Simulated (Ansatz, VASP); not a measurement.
**One calculation of AgRh, two programs**

Contents of INCAR:

```
  ALGO = Normal
  EDIFF = 1E-7
  ENCUT = 520
  GGA = PS
  ISIF = 2
  ISMEAR = -1
  LASPH = True
  LCHARG = False
  LREAL = False
  LWAVE = False
  NBANDS = 20
  NELM = 60
  PREC = Accurate
  SIGMA = 0.05
```

KPOINTS

```
k-points
0
Gamma
  11 11 6
```

POSCAR

```
AgRh
1.0
    2.7959833597      0.0000000000      0.0000000000
   -1.3979916799      2.4213926181      0.0000000000
    0.0000000000      0.0000000000      4.8404479744
Ag Rh
1 1
Direct
    0.0000000000      0.0000000000      0.5000000000
    0.6666666667      0.3333333333      0.0000000000
```

The input input.yaml:

```yaml
crystal:
  lattice:
    - [2.7959833597, 0.0, 0.0]
    - [-1.3979916799, 2.4213926181, 0.0]
    - [0.0, 0.0, 4.8404479744]
  atoms:
    - { symbol: Ag, position: [0.0, 0.0, 0.5] }
    - { symbol: Rh, position: [0.6666666667, 0.3333333333, 0.0] }
hamiltonian:
  xc: pbesol
  pseudopotentials: { kind: paw }
kpoints:
  mp_grid: { grid: [11, 11, 6] }
scf:
  occupations: { method: fermi_dirac, width: 0.05 }
output:
  forces: true
  stress: true
  eigenvalues: true
  write_density: true
  write_potential: true
  elf: true
  volumetric_format: npy
```

Change from the starting cell: volume scaled by 1.02.

Alike in both runs: task single point; functional PBEsol; k mesh 11 × 11 × 6; occupations fermi-dirac, width 0.05 eV; no spin polarisation.

|  | VASP | Ansatz |
| --- | --- | --- |
| version | VASP 6.6.1 | Ansatz 0.2.0 |
| potentials or method | VASP PAW PBE potentials, release 64 (Ag, Rh_pv) | Ansatz PAW |
| plane-wave cutoff (eV) | 520 | 420 |
| valence electrons in the cell | 26 | 36 |

Ansatz gave:

| Quantity | Value |
| --- | --- |
| gap on the k mesh at the Fermi level (eV) | none |
| pressure (GPa) | -13.0 |
| largest component of the traceless stress (GPa) | 0.20 |

Which values does VASP return?

gap on the k mesh at the Fermi level (eV): none; pressure (GPa): -13.2; largest component of the traceless stress (GPa): 0.24.

A gap of «none» marks a metal or a gap that the smearing closes. The functional is the same, so the differences come from potentials, cutoffs and numerics. The two sets of potentials don't hold the same shells in valence.

Caveats: the PAW data sets were made with another functional, which shifts forces and pressure a little (VASP); the PAW data sets come from PBE, with cores solved anew for the run's functional, which leaves a small shift of forces and pressure (Ansatz).
